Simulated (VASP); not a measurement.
Consider the following.

```
CsSrF3
1.0
    4.76325     0.00000     0.00000
    0.00000     4.76325     0.00000
    0.00000     0.00000     4.76325
Cs Sr F
1 1 3
Direct
  0.00000   0.00000   0.00000
  0.50000   0.50000   0.50000
  0.00000   0.50000   0.50000
  0.50000   0.00000   0.50000
  0.50000   0.50000   0.00000
```

The numbers are results of PBEsol GGA, VASP's PBE PAW potentials (set 64) (plane waves; VASP 6.6.1), not measurements. Run with 400 eV cut-off, 4×4×4 Γ-centred mesh, Fermi-Dirac smearing of 0.020 eV, potentials Cs_sv Sr_sv F.

At this cut-off the stress carries a Pulay error, which pulls relaxed volumes low.

Give the stress tensor in GPa (positive for a compressed cell).

```
-5.47   0.00   0.00
 0.00  -5.47   0.00
 0.00   0.00  -5.47
```
The pressure is its mean diagonal, -5.47 GPa.

The structure comes from a computed database's CsSrF3 entry; how it stands against other phases isn't given here. The cell was not relaxed at this level.
